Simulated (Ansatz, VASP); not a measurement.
## PtS2 in two plane-wave programs

Wanted: the spread between two codes on one cell, functional and k mesh. The cell is taken from a series of runs on this material, whose earlier steps may have relaxed, scaled, displaced or heated it; both programs get it as it stands. Other levels of theory on this material are compared in a session of their own.

Main program and level: Ansatz 0.2.0; plane waves, with VASP 6.6.1 beside it; relaxation of cell and atoms at PBE with D3(BJ).

## Step 1: The structure

Symmetry: P-3m1, No. 164, trigonal system. Conventional cell: a = 3.583 Å, b = 3.583 Å, c = 4.664 Å, α = 90.00°, β = 90.00°, γ = 120.00°. S has 3 Pt at 2.39 Å nearest. Pt has 6 S at 2.39 Å nearest. Farther neighbours and most contacts between anions are not listed.

## Step 2: Ansatz: relaxation of cell and atoms, PBE with D3(BJ)

Ansatz runs on its PAW soft_1 files.

The relaxed volume is the usual yardstick between codes: in a stiff, nearly cubic crystal its relative difference is about their pressure difference at one cell divided by the bulk modulus.

input.yaml

```yaml
crystal:
  lattice:
    - [3.5830859634, 0.0, 0.0]
    - [-1.7915429817, 3.1030434682, 0.0]
    - [0.0, 0.0, 4.6639029698]
  atoms:
    - { symbol: S, position: [0.3333333333, 0.6666666667, 0.2586451416] }
    - { symbol: S, position: [0.6666666667, 0.3333333333, 0.7413548584] }
    - { symbol: Pt, position: [0.0, 0.0, 0.0] }
kpoints:
  mp_grid: { grid: [12, 12, 8] }
hamiltonian:
  xc: pbe
  dispersion: d3bj
  pseudopotentials: { kind: paw, azcp: { folder: soft_1 } }
scf:
  occupations: { method: gaussian, width: 0.01 }
output:
  forces: true
  stress: true
  eigenvalues: true
relax:
  adjacent_minimum: "off"
  f_tol: 0.001
  max_steps: 60
  cell: { stress_tol: 0.01 }
```

Launch:

```sh
$ ansatz run input.yaml --threads 4 --pin off --max-ram 10240MiB --backend cpu --events-out ev --progress --plain --runs-dir out
```

Numbers of over 12 decimals in the logs are rounded to 6 here.

What it wrote:

```text
Engine: ansatz 0.2.0, aarch64-unknown-linux-gnu
Pseudopotentials: kind: paw
Pseudopotential: S, paw, valence charge 6, recommended cutoff 420 eV (normal), soft_1/S.paw.azcp
Pseudopotential: Pt, paw, valence charge 18, recommended cutoff 420 eV (normal), soft_1/Pt.paw.azcp
Functional definition: PBE
  parameter kappa = 0.804
  parameter beta = 0.066725
  exchange = pbe_x(kappa = kappa, mu = beta*pi^2/3)
  correlation = pbe_c(beta = beta)
Crystal: 3 atoms, lattice volume = 51.855 Å³
Basis set: ecut = 420 eV, 993 PW (Γ), exchange–correlation on 48×48×64 points (8 copies of the dense FFT grid, shifted against one another)
Bands: 19, of which v1, the nominal top of the filled ones, is band 15 counted from 1 (14 counted from 0)
Symmetry: 12 space group operations
Space group: P-3m1 (ITA 164), of the structure as read, at distance tolerance 3.7e-5 Å
k-points: 131 of 1152
Non-local potential: S, projectors of the file, l = 0: 2, l = 1: 2, l = 2: 1
Non-local potential: Pt, projectors of the file, l = 0: 3, l = 1: 2, l = 2: 2, l = 3: 1
PAW form: soft (Blöchl's): semilocal exchange-correlation on the pseudo side does not see the compensation charge
PAW one-centre angular grid: S, 110 points (default); XC on 64 Gauss nodes
PAW one-centre angular grid: Pt, 590 points (default); XC on 64 Gauss nodes
Initial density: superposition of atomic densities (chi_scale 0.1, normalization cell, long waves kept (reshape's long-wave potential 0.01 eV rms))
Initial wavefunctions: pseudopotential atomic-orbital guess
Functional: x = pbe(κ = 0.804, μ = 0.219515), c = pbe(β = 0.066725)
SCF iter   1: F=—  HF=-14331.672638 eV  |F-HF|=—  |Δ(HF+E_count)|=         —  Δρ=7.85e-2  dr2=2.82e0  ethr=3.10e-3  ⟨swp⟩=6.4  Hψ=13914  notcnv=0
preconditioner: auto → Resta (q_TF=auto, 2.490 Å⁻¹)  ε∞=7.3  [insulator: Δε(μ)=0.737 eV  Ē_g=9.607 eV  σ=0.010 eV  W_gap=1.00  n_scr=20 (ndim 8)  ℏωp=24.2 eV  f_vac=0.000  D(μ)=0.00/eV (n_scr^D=0)  ε∞_Penn≈7.3]
SCF iter   2: F=—  HF=-14331.249521 eV  |F-HF|=—  |Δ(HF+E_count)|=   4.23e-1  Δρ=3.70e-2  dr2=5.68e-1  ethr=3.10e-3  ⟨swp⟩=2.7  Hψ=4767  notcnv=0
SCF iter   3: F=—  HF=-14331.157983 eV  |F-HF|=—  |Δ(HF+E_count)|=   9.15e-2  Δρ=5.12e-3  dr2=8.14e-3  ethr=1.89e-3  ⟨swp⟩=2.5  Hψ=3888  notcnv=0
SCF iter   4: F=—  HF=-14331.159327 eV  |F-HF|=—  |Δ(HF+E_count)|=   1.34e-3  Δρ=7.10e-4  dr2=2.73e-4  ethr=2.71e-5  ⟨swp⟩=2.1  Hψ=5135  notcnv=0
SCF iter   5: F=—  HF=-14331.159548 eV  |F-HF|=—  |Δ(HF+E_count)|=   2.21e-4  Δρ=1.74e-4  dr2=1.72e-5  ethr=9.11e-7  ⟨swp⟩=2.0  Hψ=4460  notcnv=0
SCF iter   6: F=—  HF=-14331.159542 eV  |F-HF|=—  |Δ(HF+E_count)|=   6.32e-6  Δρ=3.85e-5  dr2=7.26e-7  ethr=5.74e-8  ⟨swp⟩=2.0  Hψ=3869  notcnv=0
SCF iter   7: F=-14331.159543 eV  HF=-14331.159543 eV  |F-HF|=3.70e-8  |Δ(HF+E_count)|=   1.33e-6  Δρ=6.46e-6  dr2=2.03e-8  ethr=3.33e-10  ⟨swp⟩=7.9  Hψ=13147  notcnv=0
SCF 1 converged in 7 iterations: F = -14331.159543 eV  dr2 = 2.03e-8
  greatest PAW one-centre occupation: 1.000 electrons in one spin orbital (limit 2), on the Pt atom at site 2 (counted from 0), in its partial waves of l = 0
relax step   1: F+E_penalty+E_count = -14331.15954328 eV  Δ(F+E_penalty+E_count) = +0.000e0 eV  max|allowed force component| = 7.682e-4 eV/Å  Δτ_max = 0.0000 Å  P = +0.001 GPa  Ω = 51.855 Å³  (7 SCF iters, dr2 threshold 1.00e-7 eV, accepted)
Initial density: handed on by an earlier stage of this run
Initial wavefunctions: pseudopotential atomic-orbital guess (no wavefunctions were taken with the density)
iter 1 solved again at ethr=4.32e-7 eV; its pass at ethr=3.10e-3 eV (dr2=1.30e-4 eV) is discarded
SCF iter   1: F=—  HF=-14331.159568 eV  |F-HF|=—  |Δ(HF+E_count)|=         —  Δρ=7.12e-6  dr2=2.51e-8  ethr=4.32e-7  ⟨swp⟩=3.7  Hψ=21418  notcnv=0
eigensolver tolerance schedule: the retry pair's looser diagonalisation over-reported the residual by 5156.19 of it (diagonalisation noise at 2.55 of the residual, at the tolerance the schedule requests for it); recorded, not acted on — ethr = c·dr2/N_el stays at c = 1.0e-1
preconditioner: auto → Resta (q_TF=auto, 2.490 Å⁻¹)  ε∞=7.3  [insulator: Δε(μ)=0.057 eV  Ē_g=9.654 eV  σ=0.010 eV  W_gap=1.00  n_scr=20 (ndim 8)  ℏωp=24.2 eV  f_vac=0.002  D(μ)=0.00/eV (n_scr^D=0)  ε∞_Penn≈7.3]
SCF iter   2: F=—  HF=-14331.159543 eV  |F-HF|=—  |Δ(HF+E_count)|=   2.51e-5  Δρ=5.10e-6  dr2=1.43e-8  ethr=8.38e-11  ⟨swp⟩=3.9  Hψ=6071  notcnv=0
SCF iter   3: F=—  HF=-14331.159543 eV  |F-HF|=—  |Δ(HF+E_count)|=   1.23e-8  Δρ=2.73e-6  dr2=5.00e-9  ethr=4.76e-11  ⟨swp⟩=2.3  Hψ=3425  notcnv=0
SCF iter   4: F=—  HF=-14331.159543 eV  |F-HF|=—  |Δ(HF+E_count)|=   9.06e-9  Δρ=1.28e-6  dr2=7.98e-10  ethr=1.67e-11  ⟨swp⟩=2.0  Hψ=3883  notcnv=0
SCF iter   5: F=—  HF=-14331.159543 eV  |F-HF|=—  |Δ(HF+E_count)|=  1.07e-10  Δρ=5.75e-7  dr2=1.70e-10  ethr=2.66e-12  ⟨swp⟩=2.1  Hψ=3717  notcnv=0
SCF iter   6: F=—  HF=-14331.159543 eV  |F-HF|=—  |Δ(HF+E_count)|=  4.37e-11  Δρ=1.61e-7  dr2=1.31e-11  ethr=1.00e-12  ⟨swp⟩=2.0  Hψ=3661  notcnv=0
SCF iter   7: F=—  HF=-14331.159543 eV  |F-HF|=—  |Δ(HF+E_count)|=  1.09e-11  Δρ=5.85e-8  dr2=2.04e-12  ethr=1.00e-12  ⟨swp⟩=1.0  Hψ=2489  notcnv=0
SCF iter   8: F=-14331.159543 eV  HF=-14331.159543 eV  |F-HF|=3.64e-12  |Δ(HF+E_count)|=    0.00e0  Δρ=2.64e-8  dr2=3.80e-13  ethr=1.00e-12  ⟨swp⟩=5.9  Hψ=10132  notcnv=0
SCF 2 converged in 8 iterations: F = -14331.159543 eV  dr2 = 3.80e-13
relax step   2: F+E_penalty+E_count = -14331.15954329 eV  Δ(F+E_penalty+E_count) = -6.434e-9 eV  max|allowed force component| = 7.681e-4 eV/Å  Δτ_max = 0.0000 Å  P = +0.001 GPa  Ω = 51.855 Å³  stress off target by 2.82e-3 GPa  SCF on the basis re-selected at this cell (its energy is not comparable with the rows above)  (8 SCF iters)
basis re-selected at this cell: Δ(F+E_penalty+E_count) = -6.434e-9 eV, ΔP = -0.000 GPa vs the last step (what re-selecting the basis moved, of the pressure what is left beyond the Pulay correction that the steps carried, after the strain that the cell walked since its last selection, with what the two solves' SCF thresholds leave and, on support functions, any second-order correction that the steps lacked; it is no m [...]
SCF converged after 8 iterations
Free energy (F): -14331.159543 eV
Harris-Foulkes:  -14331.159543 eV  (|F-HF|=3.64e-12)
Internal energy: -14331.159543 eV  (E = F + TS)
E sigma→0 (E₀):  -14331.159543 eV
Fermi energy:    12.512888 eV
--- Per-component energies (eV) ---
  E_band       = -287.696055
  E_kinetic    = 806.786920
  E_local      = -2757.268464  (includes V_loc(G=0)·N_el)
  E_nonlocal   = 272.118337
  E_hartree    = 1082.059919
  E_xc         = -410.112928
  E_vxc        = -436.909468  (∫ρ·V_xc dr)
  E_paw        = -10700.484164  (= ΣΔE_a)
  E_vpaw       = -336.544300  (= ΣTr[D̂ρ^β])
  E_aug_tail   = 0.001102  (compensation charges beyond the density's cutoff)
  E_ewald      = -2622.906084
  E_disp       = -1.354182  (pairwise vdW)
  E_smearing   = -0.000000  (= −TS)
  E_closure    = 0.000000  (closes the sum)
  Σ components = -14331.159543   (vs F -14331.159543, Δ=0.00e0)
--- Forces (eV/Å), atoms counted from 1 ---
  atom   1  S     -0.00000000    -0.00000000     0.00076807
  atom   2  S      0.00000000     0.00000000    -0.00076807
  atom   3  Pt    -0.00000000    -0.00000000     0.00000000
  max |Σ_I F_I| component: 2.31e-18 eV/Å
--- Stress (GPa, compression-positive) ---
        0.002374       0.000000      -0.000000
        0.000000       0.002374      -0.000000
       -0.000000      -0.000000      -0.002819
  P = ⅓ Tr σ = 0.0006 GPa (0.006 kbar)
--- Band table (eV; the first three rows and the last of 131) ---
  k-point 0: bands = [... 11 lower, 9.9526, 10.8349, 10.8349, 12.4857, 13.5988, 13.5988, 16.0318, 17.4210]
  k-point 1: bands = [... 11 lower, 9.9159, 10.7458, 10.7458, 12.1886, 13.7536, 13.7536, 16.2040, 17.7291]
  k-point 2: bands = [... 11 lower, 9.7659, 10.5506, 10.5506, 11.5623, 14.1265, 14.1265, 16.6908, 18.3979]
  k-point 130: bands = [... 11 lower, 7.7937, 8.6335, 9.8787, 9.8787, 14.4276, 14.4276, 19.1041, 19.8683]
--- Relaxed structure (1 steps of the walk, 1 accepted, 1 SCFs on fresh bases) ---
  F+E_penalty+E_count = -14331.15954329 eV   max|allowed force component| = 7.681e-4 eV/Å   (the final SCF, on the basis selected at the relaxed cell)
  cell:  # Å, volume = 51.8555 Å³
    - [3.583086, 0.0, 0.0]
    - [-1.791543, 3.103043, 0.0]
    - [0.0, 0.0, 4.6639029698]
  atoms:
    - { symbol: S, position: [0.333333, 0.666667, 0.2586451416] }
    - { symbol: S, position: [0.666667, 0.333333, 0.7413548584] }
    - { symbol: Pt, position: [0.0, 0.0, 0.0] }
```

## Step 3: VASP: relaxation of cell and atoms, PBE with D3(BJ)

The same cell, functional, mesh and smearing now go to VASP, with its own data sets.

Lines of VASP's logs that name or quote its potential files are left out, and so is its time.

INCAR

```
SYSTEM = PtS2
PREC = Accurate
ENCUT = 500
EDIFF = 1E-07
NELM = 120
ISMEAR = 0
SIGMA = 0.01
LREAL = .FALSE.
ALGO = Normal
GGA = PE
IVDW = 12
NBANDS = 17
LASPH = .TRUE.
LORBIT = 11
LWAVE = .FALSE.
LCHARG = .FALSE.
ISIF = 3
IBRION = 2
NSW = 80
EDIFFG = -0.005
GGA_COMPAT = .FALSE.
NELMIN = 4
KPAR = 2
```

POSCAR

```
PtS2
1.0
    3.5830860000      0.0000000000      0.0000000000
   -1.7915430000      3.1030430000      0.0000000000
    0.0000000000      0.0000000000      4.6639030000
S Pt
2 1
Direct
    0.3333333333      0.6666666667      0.2586451734
    0.6666666667      0.3333333333      0.7413548266
    0.0000000000      0.0000000000      0.0000000000
```

KPOINTS

```
Automatic mesh
0
Gamma
12 12 8
0 0 0
```

Potentials, in the order of the species: S and Pt (PBE family, release 64).

Launch:

```sh
$ mpirun -np 2 vasp_std
```

What it wrote:

```text
[banner, memory and clock lines left out]
running    2 mpi-ranks, on    1 nodes
 distrk:  each k-point on    1 cores,    2 groups
 distr:  one band on    1 cores,    1 groups

 POSCAR found type information on POSCAR S Pt
 POSCAR found :  2 types and       3 ions
 LDA part: xc-table for (Slater+PW92), standard interpolation
 POSCAR, INCAR and KPOINTS ok, starting setup
 FFT: planning ... GRIDC
 FFT: planning ... GRID_SOFT
 FFT: planning ... GRID
 WAVECAR not read
 entering main loop
       N       E                     dE             d eps       ncg     rms          rms(c)
DAV:   1     0.107463424343E+03    0.10746E+03   -0.10273E+04  4542   0.112E+03
DAV:   2    -0.119748229573E+02   -0.11944E+03   -0.11599E+03  5604   0.226E+02
DAV:   3    -0.165651191168E+02   -0.45903E+01   -0.45607E+01  5503   0.460E+01
DAV:   4    -0.166108589101E+02   -0.45740E-01   -0.45715E-01  6033   0.506E+00
DAV:   5    -0.166115311808E+02   -0.67227E-03   -0.67221E-03  5660   0.589E-01    0.180E+01
DAV:   6    -0.155908937969E+02    0.10206E+01   -0.69347E+00  4534   0.255E+01    0.125E+01
DAV:   7    -0.153335040489E+02    0.25739E+00   -0.13058E+00  4538   0.117E+01    0.587E+00
DAV:   8    -0.153194396977E+02    0.14064E-01   -0.70762E-02  5148   0.188E+00    0.133E+00
DAV:   9    -0.153160183153E+02    0.34214E-02   -0.97616E-03  5635   0.103E+00    0.224E-01
DAV:  10    -0.153161791581E+02   -0.16084E-03   -0.13809E-03  5487   0.247E-01    0.917E-02
DAV:  11    -0.153162283137E+02   -0.49156E-04   -0.52682E-05  5447   0.588E-02    0.451E-02
DAV:  12    -0.153162306425E+02   -0.23288E-05   -0.87799E-06  5677   0.269E-02    0.792E-03
DAV:  13    -0.153162317120E+02   -0.10695E-05   -0.86032E-07  5422   0.708E-03    0.375E-03
DAV:  14    -0.153162318241E+02   -0.11212E-06   -0.18947E-07  4809   0.313E-03    0.867E-04
DAV:  15    -0.153162317792E+02    0.44912E-07   -0.12556E-08  2652   0.868E-04
   1 F= -.16670110E+02 E0= -.16670110E+02  d E =-.166701E+02
 curvature:   0.00 expect dE= 0.000E+00 dE for cont linesearch  0.000E+00
 trial: gam= 0.00000 g(F)=  0.156E-03 g(S)=  0.112E-02 ort = 0.000E+00 (trialstep = 0.100E+01)
 search vector abs. value=  0.128E-02
 bond charge predicted
       N       E                     dE             d eps       ncg     rms          rms(c)
DAV:   1    -0.153126107856E+02    0.36210E-02   -0.14797E-01  4559   0.318E+00    0.576E-01
DAV:   2    -0.153071589137E+02    0.54519E-02   -0.22890E-02  4643   0.156E+00    0.403E-01
DAV:   3    -0.153061699775E+02    0.98894E-03   -0.18375E-03  4727   0.441E-01    0.175E-01
DAV:   4    -0.153059302664E+02    0.23971E-03   -0.13273E-03  4677   0.211E-01    0.676E-02
DAV:   5    -0.153059329671E+02   -0.27007E-05   -0.45768E-05  5436   0.532E-02    0.432E-02
DAV:   6    -0.153059397804E+02   -0.68133E-05   -0.10548E-05  5608   0.249E-02    0.713E-03
DAV:   7    -0.153059403217E+02   -0.54122E-06   -0.90445E-07  5776   0.918E-03    0.370E-03
DAV:   8    -0.153059402756E+02    0.46085E-07   -0.63801E-08  2785   0.228E-03
   2 F= -.16669676E+02 E0= -.16669676E+02  d E =0.434133E-03
 trial-energy change:    0.000434  1 .order    0.000457   -0.001278    0.002192
 step:   0.3776(harm=  0.3683)  dis= 0.00073  next Energy=   -16.670352 (dE=-0.242E-03)
 bond charge predicted
       N       E                     dE             d eps       ncg     rms          rms(c)
DAV:   1    -0.153153709846E+02   -0.94307E-02   -0.57341E-02  4536   0.198E+00    0.354E-01
DAV:   2    -0.153132614167E+02    0.21096E-02   -0.89170E-03  4624   0.981E-01    0.256E-01
DAV:   3    -0.153128705966E+02    0.39082E-03   -0.71654E-04  4746   0.276E-01    0.114E-01
DAV:   4    -0.153127695970E+02    0.10100E-03   -0.52393E-04  4629   0.133E-01    0.423E-02
DAV:   5    -0.153127671483E+02    0.24487E-05   -0.18988E-05  5413   0.340E-02    0.266E-02
DAV:   6    -0.153127646592E+02    0.24891E-05   -0.42650E-06  5599   0.164E-02    0.443E-03
DAV:   7    -0.153127643228E+02    0.33642E-06   -0.33243E-07  5223   0.550E-03    0.227E-03
DAV:   8    -0.153127643261E+02   -0.33140E-08   -0.27030E-08  2433   0.145E-03
   3 F= -.16670353E+02 E0= -.16670353E+02  d E =-.243756E-03
 curvature:  -0.18 expect dE=-0.593E-06 dE for cont linesearch -0.927E-07
 trial: gam= 0.02237 g(F)=  0.354E-08 g(S)=  0.322E-05 ort =-0.254E-04 (trialstep = 0.876E+00)
 search vector abs. value=  0.273E-05
 reached required accuracy - stopping structural energy minimisation
```

Parts of OUTCAR (step 3):

```text
ion  position               nearest neighbor table
   1  0.333  0.667  0.259-   3 2.39   3 2.39   3 2.39
   2  0.667  0.333  0.741-   3 2.39   3 2.39   3 2.39
   3  0.000  0.000  0.000-   1 2.39   2 2.39   2 2.39   1 2.39   2 2.39   1 2.39

  LATTYP: Found a hexagonal cell.
 ALAT       =     3.5830860000
 C/A-ratio  =     1.3016441693

 Subroutine GETGRP returns: Found 12 space group operations
 (whereof 12 operations were pure point group operations)

The static configuration has the point symmetry D_3d.

 Found    131 irreducible k-points:

   k-points           NKPTS =    131   k-points in BZ     NKDIM =    131   number of bands    NBANDS=     17

   dimension x,y,z NGX =    28 NGY =   28 NGZ =   36
   dimension x,y,z NGXF=    56 NGYF=   56 NGZF=   72

   ENCUT  =  500.0 eV  36.75 Ry    6.06 a.u.   6.53  6.53  8.50*2*pi/ulx,y,z

   NELECT =      22.0000    total number of electrons

 k-points in reciprocal lattice and weights: Automatic mesh
   0.00000000  0.00000000  0.00000000       0.001
   0.08333333 -0.00000000  0.00000000       0.005
   0.16666667 -0.00000000  0.00000000       0.005
   0.25000000  0.00000000  0.00000000       0.005
   0.33333333 -0.00000000  0.00000000       0.005
   0.41666667  0.00000000  0.00000000       0.005
   0.50000000  0.00000000  0.00000000       0.003
   0.08333333  0.08333333  0.00000000       0.005
   0.16666667  0.08333333  0.00000000       0.010
[...]
0.33333333  0.25000000  0.50000000       0.010
   0.33333333  0.33333333  0.50000000       0.002

 Edisp (eV)   -1.36374

 average (electrostatic) potential at core
       1 -84.7121       2 -84.7121       3 -67.5595

 E-fermi :   8.0769

 k-point     1 :       0.0000    0.0000    0.0000
  band No.  band energies     occupation
    ...
      7       3.7489      2.00000
      8       5.5066      2.00000
      9       6.3975      2.00000
     10       6.3975      2.00000
     11       8.0399      2.00000
     12       9.1678      0.00000
     13       9.1678      0.00000
     14      11.6155      0.00000
     15      13.0330      0.00000
     16      15.3863      0.00000
    ...

 k-point     2 :       0.0833   -0.0000    0.0000
  band No.  band energies     occupation
    ...
      7       3.6795      2.00000
      8       5.2717      2.00000
      9       6.2788      2.00000
     10       6.3595      2.00000
     11       7.7663      2.00000
     12       9.1813      0.00000
     13       9.1937      0.00000
     14      12.1172      0.00000
     15      13.3807      0.00000
     16      15.1906      0.00000
    ...

 k-point     3 :       0.1667   -0.0000    0.0000
  band No.  band energies     occupation
    ...
      7       3.5252      2.00000
      8       4.7500      2.00000
      9       6.0681      2.00000
     10       6.1845      2.00000
     11       7.1534      2.00000
     12       9.2978      0.00000
     13       9.3283      0.00000
     14      12.9860      0.00000
     15      13.9938      0.00000
     16      15.2091      0.00000
    ...

 Edisp (eV)   -1.35759

  Total       0.00071     0.00071     0.01411     0.00000    -0.00000     0.00000
  in kB       0.02191     0.02191     0.43720     0.00000    -0.00000     0.00000
  external pressure =        0.16 kB  Pullay stress =        0.00 kB

  energy-cutoff  :      500.00
  volume of cell :       51.72
      direct lattice vectors                 reciprocal lattice vectors
     3.579311222  0.000000000  0.000000000     0.279383361  0.161302085 -0.000000000
    -1.789655611  3.099773948 -0.000000000     0.000000000  0.322604169  0.000000000
     0.000000000  0.000000000  4.661137132     0.000000000  0.000000000  0.214539923

 POSITION                                       TOTAL-FORCE (eV/Angst)
 -----------------------------------------------------------------------------------
     -0.00000      2.06652      1.20485        -0.000000      0.000000     -0.000192
      1.78966      1.03326      3.45629         0.000000     -0.000000      0.000192
      0.00000      0.00000      0.00000        -0.000000      0.000000      0.000000
 -----------------------------------------------------------------------------------
    total drift:                               -0.000000      0.000000     -0.000000

  FREE ENERGIE OF THE ION-ELECTRON SYSTEM (eV)
  ---------------------------------------------------
  free  energy   TOTEN  =       -16.6703534513 eV

  energy  without entropy=      -16.6703534513  energy(sigma->0) =      -16.67035345

 reached required accuracy - stopping structural energy minimisation

 total charge
# of ion       s       p       d       tot
------------------------------------------
    1        1.367   2.263   0.000   3.630
    2        1.367   2.263   0.000   3.630
    3        0.696   0.776   7.984   9.456
--------------------------------------------------
tot          3.429   5.303   7.984  16.717

[... 3 further parts left out ...]
```

## Step 4: Side by side

Known differences besides the potentials themselves: the data sets hold 30 valence electrons in Ansatz (on its PAW soft_1 files) and 22 in VASP; the cutoff is 420 eV in Ansatz and 500 eV in VASP; Ansatz adds a Pulay correction to the stress that steers its cell, VASP none. Total energies have different zeros and are not compared.

Compared:

```
                                         quantity  Ansatz   VASP  difference
                                      volume (Å³)   51.86  51.72     +0.27 %
edge a after relaxation, in the typed setting (Å)   3.583  3.579     +0.11 %
edge c after relaxation, in the typed setting (Å)   4.664  4.661     +0.06 %
```

## Step 5: Outcome

| Property | Result |
| --- | --- |
| difference in volume (relaxation of cell and atoms, PBE with D3(BJ)) | 0.27 % |

**Reading.** The difference in volume is 0.27 % (relaxation of cell and atoms, PBE with D3(BJ)), within the 1.2 % picked in this series as the mark of a large difference, as far as the stopping tolerances let one tell. The data sets hold unlike numbers of valence electrons (30 in Ansatz and 22 in VASP), so part of the differences comes from the potentials. 11 further runs of this series are not shown here. How closely two codes agree says nothing of how well the functional describes the real material.

[Lines on the potential files, build, host, timing and source positions are cut from VASP's logs without a mark.]

[Logs are printed without paths, hosts, clocks, repeated set-up lines and the standing remarks that a program may print on its own settings, such as how far it seeks lower states.]

[Hosts, paths, dates, database ids (printed as entryN), source tags and the programs' standing remarks are cut or masked in the printed files.]
